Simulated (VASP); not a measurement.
An input for Quantum ESPRESSO's pw.x (written as the equivalent of a VASP run, and not itself run):

```
&CONTROL
  calculation = 'scf'
  pseudo_dir = './pseudo'
  outdir = './out'
  tprnfor = .true.
  tstress = .true.
/
&SYSTEM
  ibrav = 0
  nat = 2
  ntyp = 2
  ecutwfc = 82
  occupations = 'tetrahedra'
  input_dft = 'pbesol'
/
&ELECTRONS
  conv_thr = 7.3e-09
  electron_maxstep = 100
/
ATOMIC_SPECIES
  Hf 178.490 Hf.upf
  C 12.011 C.upf
CELL_PARAMETERS angstrom
     0.0000000    2.3025840    2.3025840
     2.3025840    0.0000000    2.3025840
     2.3025840    2.3025840    0.0000000
ATOMIC_POSITIONS crystal
  Hf   0.0000000  0.0000000  0.0000000
  C    0.5000000  0.5000000  0.5000000
K_POINTS automatic
  15 15 15 0 0 0
```

Question: Translate this input to VASP (INCAR, KPOINTS, POSCAR, choice of POTCAR).

Answer: One answer among several that fit: 
**KPOINTS**
```
Automatic mesh
0
Gamma
15 15 15
0 0 0
```

INCAR:
```
! general
SYSTEM  = HfC
PREC    = Accurate
ENCUT   = 520   ! plane-wave cut-off (eV)
LREAL   = .False.
LASPH   = .True.   ! aspherical one-centre terms

! electronic loop
EDIFF   = 1E-7
NELM    = 100   ! most electronic steps
ALGO    = Normal   ! blocked Davidson
LMAXMIX = 6

! smearing
ISMEAR  = -5   ! tetrahedra, Bloechl

! functional
GGA     = PS   ! PBEsol

! ions
ISIF    = 2

! output
LWAVE   = .False.
LCHARG  = .True.
LORBIT  = 11   ! lm-projected
NEDOS   = 601
```

**POSCAR**
```
HfC
1.0
  0.0000000000   2.3025840011   2.3025840011
  2.3025840011   0.0000000000   2.3025840011
  2.3025840011   2.3025840011   0.0000000000
Hf C
1 1
Direct
  0.0000000000   0.0000000000   0.0000000000
  0.5000000000   0.5000000000   0.5000000000
```

POTCAR, in this order: Hf_pv C (PBE.64 set). Program: vasp_std.

Limits of the translation: the potentials are each code's own (VASP's PAW set, PseudoDojo norm-conserving files in pw.x), so ENCUT and ecutwfc are chosen apart and not converted; conv_thr bounds pw.x's estimated SCF error, while EDIFF bounds the energy change between steps.

The structure was generated: HfC was put into the rock salt type (Fm-3m), which need not be its known phase. It was relaxed first, which changed the volume by -39 %.
